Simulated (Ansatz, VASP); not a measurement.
# InSe in two plane-wave programs, part 2 of 3

Wanted: the spread between two codes on one cell, functional and k mesh. The cell is taken from a series of runs on this material, whose earlier steps may have relaxed, scaled, displaced or heated it; both programs get it as it stands.

VASP 6.6.1 and Ansatz 0.2.0.

So far: The structure; Ansatz: zone-centre phonons, PBEsol.

## 3. VASP: zone-centre phonons, PBEsol

Level of this step: PBEsol; plane waves and PAW (In_d, Se) (VASP).

The same cell, functional and mesh now go to VASP, with its own data sets.

Lines of VASP's logs that name or quote its potential files are left out, and so is its time.

INCAR

```
SYSTEM = InSe
PREC = Accurate
ENCUT = 500
EDIFF = 1E-08
NELM = 120
ISMEAR = 0
SIGMA = 0.01
LREAL = .FALSE.
ALGO = Normal
GGA = PS
NBANDS = 25
LORBIT = 11
LWAVE = .FALSE.
LCHARG = .FALSE.
ISIF = 2
IBRION = 8
LASPH = .TRUE.
GGA_COMPAT = .FALSE.
EFERMI = MIDGAP
NELMDL = -8
KPAR = 2
```

POSCAR

```
InSe
1.0
    3.9960860633      0.0000000000      0.0000000000
   -1.9980430317      3.4261049261      0.0000000000
    0.0000000000      0.0000000000     34.0999600000
In Se
2 2
Direct
    0.3326932941      0.6653865882      0.3632279201
    0.3326932941      0.6653865882      0.2819341270
    0.6673067059      0.3346134118      0.4011808051
    0.6673067059      0.3346134118      0.2439812420
```

KPOINTS

```
Automatic mesh
0
Gamma
9 9 1
0 0 0
```

Potentials, in the order of the species: In_d and Se (PBE family, release 64).

Launch:

```console
$ mpirun -np 2 vasp_std
```

The log of the run:

```text
[banner, memory and clock lines left out]
running    2 mpi-ranks, on    1 nodes
 distrk:  each k-point on    1 cores,    2 groups
 distr:  one band on    1 cores,    1 groups

 POSCAR found type information on POSCAR InSe
 POSCAR found :  2 types and       4 ions
|                                                                             |
|               ----> ADVICE to this user running VASP <----                  |
|                                                                             |
|     You enforced a specific xc type in the INCAR file but a different       |
|     [... a line on the potential file left out ...]
|     I HOPE YOU KNOW WHAT YOU ARE DOING!                                     |
|                                                                             |

 LDA part: xc-table for (Slater+PW92), standard interpolation
 POSCAR, INCAR and KPOINTS ok, starting setup
 FFT: planning ... GRIDC
 FFT: planning ... GRID_SOFT
 FFT: planning ... GRID
 WAVECAR not read
 entering main loop
       N       E                     dE             d eps       ncg     rms          rms(c)
DAV:   1     0.298506914684E+03    0.29851E+03   -0.14525E+04  1410   0.113E+03
DAV:   2     0.182895385819E+02   -0.28022E+03   -0.27634E+03  1483   0.284E+02
DAV:   3    -0.149507839811E+02   -0.33240E+02   -0.33008E+02  1648   0.123E+02
DAV:   4    -0.160010848853E+02   -0.10503E+01   -0.10487E+01  1552   0.275E+01
DAV:   5    -0.160402482511E+02   -0.39163E-01   -0.39159E-01  1929   0.473E+00
DAV:   6    -0.160411528051E+02   -0.90455E-03   -0.90455E-03  1920   0.656E-01
DAV:   7    -0.160411718845E+02   -0.19079E-04   -0.19079E-04  2010   0.781E-02
DAV:   8    -0.160411722748E+02   -0.39033E-06   -0.39025E-06  1961   0.113E-02    0.653E+00
DAV:   9    -0.155983557010E+02    0.44282E+00   -0.96241E-01  1672   0.169E+01    0.395E+00
DAV:  10    -0.155615744793E+02    0.36781E-01   -0.45274E-01  1858   0.561E+00    0.783E-01
DAV:  11    -0.155560717360E+02    0.55027E-02   -0.48359E-02  1914   0.277E+00    0.557E-01
DAV:  12    -0.155560215746E+02    0.50161E-04   -0.65187E-03  1420   0.418E-01    0.116E-01
DAV:  13    -0.155559055220E+02    0.11605E-03   -0.47566E-04  1979   0.248E-01    0.607E-02
DAV:  14    -0.155558476392E+02    0.57883E-04   -0.27270E-04  1521   0.866E-02    0.225E-02
[...]
DAV:  24    -0.155560809267E+02   -0.79659E-06   -0.73818E-09  1193   0.439E-04    0.223E-04
DAV:  25    -0.155560826761E+02   -0.17495E-05   -0.37214E-08  1082   0.424E-04    0.768E-05
DAV:  26    -0.155560831365E+02   -0.46041E-06   -0.33094E-09  1140   0.226E-04    0.496E-05
DAV:  27    -0.155560835943E+02   -0.45773E-06   -0.56400E-09  1073   0.323E-04    0.489E-05
DAV:  28    -0.155560836575E+02   -0.63230E-07    0.79365E-10  1140   0.163E-04    0.330E-05
DAV:  29    -0.155560837297E+02   -0.72152E-07    0.66001E-10   922   0.928E-05    0.255E-05
DAV:  30    -0.155560837446E+02   -0.14974E-07    0.10206E-09   923   0.647E-05    0.851E-06
DAV:  31    -0.155560837493E+02   -0.46948E-08    0.10688E-09   867   0.389E-05
   1 F= -.15556084E+02 E0= -.15556084E+02  d E =0.000000E+00
 Linear response reoptimize wavefunctions to high precision
DAV:   1    -0.155560837515E+02   -0.21964E-08    0.10869E-09   864   0.264E-05
DAV:   2    -0.155560837515E+02    0.61846E-10    0.10852E-09   771   0.137E-05
DAV:   3    -0.155560837516E+02   -0.13824E-09    0.10898E-09   744   0.983E-06
 Linear response DOF=           6
 Linear response progress:
  Degree of freedom:   1/  6
       N       E                     dE             d eps       ncg     rms          rms(c)
RMM:   1    -0.231411237725E+00   -0.23141E+00   -0.93874E-02  2888   0.440E+00
RMM:   2    -0.233202142133E+00   -0.17909E-02   -0.18034E-02  3247   0.107E+00    0.970E-02
RMM:   3    -0.233338478016E+00   -0.13634E-03   -0.24661E-03  3693   0.352E-01    0.368E-02
RMM:   4    -0.233247279613E+00    0.91198E-04   -0.22462E-04  3779   0.118E-01    0.285E-02
RMM:   5    -0.233237051161E+00    0.10228E-04   -0.36076E-05  3822   0.441E-02    0.603E-03
[...]
RMM:  12    -0.233219455899E+00    0.65647E-07    0.15049E-07  3837   0.263E-04    0.841E-05
RMM:  13    -0.233219641615E+00   -0.18572E-06    0.12921E-07  4160   0.170E-04    0.353E-05
RMM:  14    -0.233219661904E+00   -0.20289E-07   -0.85733E-08  4140   0.106E-04    0.380E-05
RMM:  15    -0.233219672289E+00   -0.10385E-07   -0.46737E-09  4102   0.738E-05    0.317E-05
RMM:  16    -0.233219691237E+00   -0.18948E-07    0.43393E-09  4048   0.572E-05    0.296E-05
RMM:  17    -0.233219692519E+00   -0.12818E-08   -0.29222E-08  4096   0.451E-05    0.376E-05
 first order change of Fermi-energy  -0.93016E-05
 force on displaced ion       1 direction 1 :  -5.104  -0.000  -0.000
 Linear response progress:
  Degree of freedom:   2/  6
       N       E                     dE             d eps       ncg     rms          rms(c)
RMM:   1    -0.231203102946E+00   -0.23120E+00   -0.91690E-02  1770   0.440E+00
RMM:   2    -0.233060266115E+00   -0.18572E-02   -0.17638E-02  1981   0.106E+00    0.960E-02
RMM:   3    -0.233203557486E+00   -0.14329E-03   -0.24130E-03  2237   0.348E-01    0.362E-02
RMM:   4    -0.233109919666E+00    0.93638E-04   -0.21705E-04  2305   0.118E-01    0.283E-02
RMM:   5    -0.233101136499E+00    0.87832E-05   -0.55986E-05  2325   0.443E-02    0.578E-03
[...]
RMM:   3    -0.254237303176E+00    0.33693E-04   -0.31721E-03  2298   0.428E-01    0.612E-02
RMM:   4    -0.254033583286E+00    0.20372E-03   -0.35430E-04  2350   0.130E-01    0.431E-02
RMM:   5    -0.253894551394E+00    0.13903E-03   -0.66014E-05  2294   0.553E-02    0.161E-02
RMM:   6    -0.253864262257E+00    0.30289E-04   -0.18906E-05  2385   0.248E-02    0.608E-03
RMM:   7    -0.253875543932E+00   -0.11282E-04   -0.90984E-06  2360   0.876E-03    0.334E-03
RMM:   8    -0.253884564431E+00   -0.90205E-05   -0.24026E-06  2353   0.480E-03    0.192E-03
RMM:   9    -0.253884066861E+00    0.49757E-06   -0.16267E-08  2461   0.188E-03    0.170E-03
RMM:  10    -0.253883381324E+00    0.68554E-06    0.54896E-07  2189   0.120E-03    0.839E-04
RMM:  11    -0.253880968752E+00    0.24126E-05    0.21725E-07  2367   0.779E-04    0.914E-04
RMM:  12    -0.253881154476E+00   -0.18572E-06   -0.85560E-07  2153   0.459E-04    0.195E-04
RMM:  13    -0.253881067478E+00    0.86997E-07   -0.16902E-07  2293   0.361E-04    0.311E-04
RMM:  14    -0.253881176353E+00   -0.10887E-06   -0.51525E-07  2385   0.211E-04    0.423E-04
RMM:  15    -0.253881338620E+00   -0.16227E-06   -0.91328E-08  2339   0.167E-04    0.327E-04
RMM:  16    -0.253881330606E+00    0.80141E-08   -0.22607E-07  2432   0.105E-04    0.189E-04
RMM:  17    -0.253881232161E+00    0.98445E-07   -0.11094E-07  2524   0.685E-05    0.896E-05
RMM:  18    -0.253881212909E+00    0.19253E-07   -0.93188E-08  2521   0.505E-05    0.368E-05
RMM:  19    -0.253881207184E+00    0.57245E-08   -0.29605E-08  2492   0.438E-05    0.108E-05
 first order change of Fermi-energy   0.39410E+00
 force on displaced ion       1 direction 3 :   0.000  -0.052 -11.904
 Linear response progress:
  Degree of freedom:   4/  6
       N       E                     dE             d eps       ncg     rms          rms(c)
RMM:   1    -0.819918572764E-01   -0.81992E-01    0.79089E-02  4152   0.150E+00
RMM:   2    -0.796397046255E-01    0.23522E-02   -0.19727E-03  3085   0.520E-01    0.116E-01
RMM:   3    -0.802077798369E-01   -0.56808E-03   -0.10591E-03  3779   0.199E-01    0.485E-02
RMM:   4    -0.803994673941E-01   -0.19169E-03   -0.15079E-04  3799   0.684E-02    0.155E-02
RMM:   5    -0.804588685962E-01   -0.59401E-04   -0.10277E-05  3974   0.198E-02    0.674E-03
RMM:   6    -0.804541604362E-01    0.47082E-05   -0.11144E-06  3865   0.635E-03    0.223E-03
RMM:   7    -0.804549413863E-01   -0.78095E-06   -0.26694E-07  3979   0.230E-03    0.769E-04
RMM:   8    -0.804576785661E-01   -0.27372E-05    0.36205E-07  3962   0.103E-03    0.278E-04
RMM:   9    -0.804580151919E-01   -0.33663E-06    0.54874E-07  4170   0.345E-04    0.110E-04
RMM:  10    -0.804579322013E-01    0.82991E-07   -0.91342E-08  4182   0.142E-04    0.199E-05
RMM:  11    -0.804579304559E-01    0.17454E-08    0.87221E-09  4272   0.657E-05    0.191E-05
 first order change of Fermi-energy  -0.12123E-03
 force on displaced ion       3 direction 1 :  -5.332  -0.004   0.001
 Linear response progress:
  Degree of freedom:   5/  6
       N       E                     dE             d eps       ncg     rms          rms(c)
RMM:   1    -0.818110284861E-01   -0.81811E-01    0.78188E-02  2504   0.150E+00
RMM:   2    -0.794775264978E-01    0.23335E-02   -0.19883E-03  1882   0.520E-01    0.115E-01
RMM:   3    -0.800438906993E-01   -0.56636E-03   -0.10287E-03  2302   0.200E-01    0.478E-02
RMM:   4    -0.802337308427E-01   -0.18984E-03   -0.14107E-04  2309   0.663E-02    0.155E-02
RMM:   5    -0.802990849891E-01   -0.65354E-04   -0.14798E-05  2430   0.220E-02    0.661E-03
RMM:   6    -0.802908943339E-01    0.81907E-05   -0.17396E-06  2378   0.650E-03    0.223E-03
RMM:   7    -0.802919943328E-01   -0.11000E-05   -0.24232E-07  2423   0.225E-03    0.809E-04
RMM:   8    -0.802946456715E-01   -0.26513E-05    0.12160E-07  2400   0.986E-04    0.310E-04
RMM:   9    -0.802950682445E-01   -0.42257E-06    0.42279E-07  2537   0.348E-04    0.117E-04
RMM:  10    -0.802949926666E-01    0.75578E-07   -0.20035E-07  2628   0.135E-04    0.679E-05
RMM:  11    -0.802949478692E-01    0.44797E-07   -0.21085E-08  2321   0.699E-05    0.257E-05
RMM:  12    -0.802948921747E-01    0.55694E-07   -0.14537E-07  2400   0.419E-05    0.101E-05
RMM:  13    -0.802949048878E-01   -0.12713E-07   -0.43529E-08  2460   0.305E-05    0.123E-05
RMM:  14    -0.802949002881E-01    0.45997E-08   -0.13582E-08  2147   0.259E-05    0.615E-06
 first order change of Fermi-energy   0.93644E-02
 force on displaced ion       3 direction 2 :   0.000  -5.327  -0.051
 Linear response progress:
  Degree of freedom:   6/  6
       N       E                     dE             d eps       ncg     rms          rms(c)
RMM:   1    -0.112905090823E+00   -0.11291E+00    0.94232E-02  2442   0.155E+00
RMM:   2    -0.111410113813E+00    0.14950E-02   -0.18126E-03  1896   0.493E-01    0.129E-01
RMM:   3    -0.111486347403E+00   -0.76234E-04   -0.95453E-04  2241   0.209E-01    0.508E-02
RMM:   4    -0.111458752477E+00    0.27595E-04   -0.17176E-04  2407   0.622E-02    0.237E-02
RMM:   5    -0.111435110241E+00    0.23642E-04   -0.58053E-05  2350   0.333E-02    0.875E-03
RMM:   6    -0.111417773833E+00    0.17336E-04   -0.97500E-06  2267   0.120E-02    0.680E-03
RMM:   7    -0.111415751196E+00    0.20226E-05   -0.23495E-06  2414   0.382E-03    0.543E-03
RMM:   8    -0.111417315516E+00   -0.15643E-05   -0.12454E-06  2136   0.276E-03    0.278E-03
RMM:   9    -0.111415944449E+00    0.13711E-05   -0.19370E-06  2483   0.161E-03    0.375E-04
RMM:  10    -0.111416040948E+00   -0.96499E-07   -0.61947E-07  2377   0.477E-04    0.370E-04
RMM:  11    -0.111416926359E+00   -0.88541E-06   -0.29529E-07  2021   0.589E-04    0.218E-04
RMM:  12    -0.111417730969E+00   -0.80461E-06   -0.45238E-07  2138   0.457E-04    0.158E-04
RMM:  13    -0.111419025183E+00   -0.12942E-05   -0.20533E-07  2321   0.593E-04    0.575E-04
RMM:  14    -0.111419509106E+00   -0.48392E-06    0.43722E-08  2205   0.256E-04    0.535E-04
RMM:  15    -0.111419588829E+00   -0.79723E-07   -0.20244E-07  2273   0.229E-04    0.162E-04
RMM:  16    -0.111419578476E+00    0.10353E-07   -0.16029E-07  2223   0.114E-04    0.686E-05
RMM:  17    -0.111419521029E+00    0.57447E-07   -0.84180E-08  2097   0.104E-04    0.832E-05
RMM:  18    -0.111419492656E+00    0.28373E-07   -0.47585E-08  2306   0.669E-05    0.882E-05
RMM:  19    -0.111419486535E+00    0.61202E-08   -0.63219E-08  2229   0.589E-05    0.332E-06
 first order change of Fermi-energy  -0.50998E+00
 force on displaced ion       3 direction 3 :   0.000  -0.063  -6.971
 Linear response finished
```

(Continued in part 3 of 3.)

[Lines on the potential files, build, host, timing and source positions are cut from VASP's logs without a mark.]

[Logs are printed without paths, hosts, clocks, repeated set-up lines and the standing remarks that a program may print on its own settings, such as how far it seeks lower states.]

[Hosts, paths, dates, database ids (printed as entryN), source tags and the programs' standing remarks are cut or masked in the printed files.]
